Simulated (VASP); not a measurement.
## WSe (relaxed from the wurtzite structure, space group P6_3mc): computed properties

Computed with PBEsol GGA, VASP's PBE PAW potentials (set 64) (plane waves; VASP 6.6.1).

```yaml
space_group: P6_3mc (186)
cell: a = b = 3.066 Å, c = 8.566 Å, α = β = 90.00°, γ = 120.00°
volume_per_atom: 17.44 Å³/atom
band gap (over mesh and band path): none (metal, semimetal or under 0.01 eV)
density: 12.51 g/cm³
```

```yaml
crystal:
  lattice:
    - [3.06623, 0.00000, 0.00000]
    - [-1.53312, 2.65544, 0.00000]
    - [0.00000, 0.00000, 8.56601]
  atoms:
    - { symbol: W, position: [0.33333, 0.66667, 0.03789] }
    - { symbol: W, position: [0.66667, 0.33333, 0.53789] }
    - { symbol: Se, position: [0.33333, 0.66667, 0.33711] }
    - { symbol: Se, position: [0.66667, 0.33333, 0.83711] }
```

Unless said otherwise, spin-orbit coupling is left out, though it shifts the bands of the heavy elements here.

The structure was generated: WSe was put into the wurtzite type (P6_3mc), which need not be its known phase. It was relaxed first, which changed the volume by -50 %. Symmetry was kept, so distortions that lower it aren't found.
